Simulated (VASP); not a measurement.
Level of theory: PBE GGA, VASP's PBE PAW potentials (set 64) (plane waves; VASP).

A VASP calculation is set up with these files.

**KPOINTS**
```
Automatic
0
gamma
 12 12 12
0 0 0
```

INCAR:
```
ALGO = Normal
EDIFF = 1E-6
EDIFFG = -0.02
ENCUT = 500
GGA = PE
IBRION = 2
ISIF = 3
ISMEAR = 1
LASPH = .True.
LCHARG = .False.
LMAXMIX = 4
LREAL = .False.
LWAVE = .False.
NELM = 100
NSW = 40
PREC = Accurate
PSTRESS = 200
SIGMA = 0.1
SYSTEM = RuAl
```

### POSCAR
```
RuAl
1.0
  2.9223815834   0.0000000000   0.0000000000
  0.0000000000   2.9223815834   0.0000000000
  0.0000000000   0.0000000000   2.9223815834
Al Ru
1 1
Direct
  0.5000000000   0.5000000000   0.5000000000
  0.0000000000   0.0000000000   0.0000000000
```

POTCAR, in this order: Al Ru_pv (PBE.64 set). Program: vasp_std.

What VASP printed:

**OSZICAR**
```
       N       E                     dE             d eps       ncg     rms          rms(c)
DAV:   1     0.110930995772E+03    0.11093E+03   -0.92077E+03  2048   0.130E+03
DAV:   2    -0.126184767379E+02   -0.12355E+03   -0.11911E+03  2220   0.349E+02
DAV:   3    -0.148089312800E+02   -0.21905E+01   -0.21603E+01  2372   0.480E+01
DAV:   4    -0.148300125610E+02   -0.21081E-01   -0.21074E-01  2328   0.472E+00
DAV:   5    -0.148305400497E+02   -0.52749E-03   -0.52747E-03  2524   0.626E-01    0.143E+01
DAV:   6    -0.142133784240E+02    0.61716E+00   -0.34286E+00  2144   0.217E+01    0.266E+00
DAV:   7    -0.141566853705E+02    0.56693E-01   -0.21746E-01  2128   0.570E+00    0.246E+00
DAV:   8    -0.141412771666E+02    0.15408E-01   -0.14341E-02  2216   0.119E+00    0.208E-01
DAV:   9    -0.141411990883E+02    0.78078E-04   -0.20910E-04  2480   0.130E-01    0.139E-01
DAV:  10    -0.141411981303E+02    0.95806E-06   -0.22057E-05  2428   0.615E-02    0.144E-02
DAV:  11    -0.141411967697E+02    0.13605E-05   -0.15359E-06  1444   0.170E-02    0.641E-03
DAV:  12    -0.141411963509E+02    0.41885E-06   -0.80467E-08  1080   0.366E-03
   1 F= -.11025679E+02 E0= -.11025572E+02  d E =-.110257E+02
```

File OUTCAR:
```
------------------------ aborting loop because EDIFF is reached ----------------------------------------
  FORCE on cell =-STRESS in cart. coord.  units (eV):
  Direction    XX          YY          ZZ          XY          YZ          ZX
  --------------------------------------------------------------------------------------
  Total        3.1147335      3.1147335      3.1147335      0.0000000      0.0000000     -0.0000000
  in kB      199.9496791    199.9496791    199.9496791      0.0000000      0.0000000     -0.0000000
  external PRESSURE =      -0.0503209 kB  Pullay stress =     200.0000000 kB
  volume of cell :       24.96
      direct lattice vectors                 reciprocal lattice vectors
     2.922381583  0.000000000  0.000000000     0.342186662  0.000000000  0.000000000
     0.000000000  2.922381583  0.000000000     0.000000000  0.342186662  0.000000000
     0.000000000  0.000000000  2.922381583     0.000000000  0.000000000  0.342186662
 POSITION                                       TOTAL-FORCE (eV/Angst)
 -----------------------------------------------------------------------------------
      1.46119      1.46119      1.46119         0.000000      0.000000      0.000000
      0.00000      0.00000      0.00000         0.000000      0.000000      0.000000
 -----------------------------------------------------------------------------------
    total drift:                                0.000000      0.000000      0.000000
  FREE ENERGIE OF THE ION-ELECTRON SYSTEM (eV)
  ---------------------------------------------------
  free  energy   TOTEN  =       -14.1411963509 eV

  energy  without entropy=      -14.1408760313  energy(sigma->0) =      -14.14108958
  enthalpy is  TOTEN    =       -11.0256789571 eV   P V=        3.1155173938

 reached required accuracy - stopping structural energy minimisation
```
(Selected blocks of OUTCAR.)

**OUTCAR**
```
 val. band max:       11.7329770650   @ k =   0.4167   0.3333   0.1667

 cond. band min:      11.7465117377   @ k =   0.2500   0.0833   0.0833


 Fermi energy:        11.7392297129

 k-point     1 :       0.0000    0.0000    0.0000
  band No.  band energies     occupation
      1     -30.0466      2.00000
      2     -30.0466      2.00000
      3     -30.0466      2.00000
      4       1.6500      2.00000
      5       7.7766      2.00000
      6       7.7766      2.00000
      7      11.9425     -0.01439
      8      11.9425     -0.01439
      9      11.9425     -0.01439
     10      18.1719      0.00000
     11      18.1719      0.00000
     12      18.1719      0.00000

 k-point     2 :       0.0833    0.0000    0.0000
  band No.  band energies     occupation
      1     -30.0652      2.00000
      2     -30.0451      2.00000
      3     -30.0451      2.00000
      4       1.7921      2.00000
      5       7.8280      2.00000
      6       7.8330      2.00000
      7      11.7590      0.67230
      8      11.7590      0.67228
      9      11.9609     -0.00748
     10      17.5264      0.00000
     11      18.4571      0.00000
     12      18.4571      0.00000

 k-point     3 :       0.1667    0.0000    0.0000
  band No.  band energies     occupation
      1     -30.1156      2.00000
      2     -30.0408      2.00000
      3     -30.0408      2.00000
      4       2.2080      2.00000
      5       7.9491      2.00000
      6       7.9735      2.00000
      7      11.3164      2.00000
      8      11.3164      2.00000
      9      12.0117     -0.00080
     10      16.2659      0.00000
     11      19.2047      0.00000
     12      19.2047      0.00000

 k-point     4 :       0.2500    0.0000    0.0000
  band No.  band energies     occupation
      1     -30.1839      2.00000
      2     -30.0349      2.00000
      3     -30.0349      2.00000
      4       2.8687      2.00000
      5       7.9580      2.00000
      6       8.1851      2.00000
...
```

The compound is RuAl in the CsCl type structure. It was relaxed first under an external pressure of 20 GPa. The electron count is odd and the run is not spin-polarised, which forces a metal.
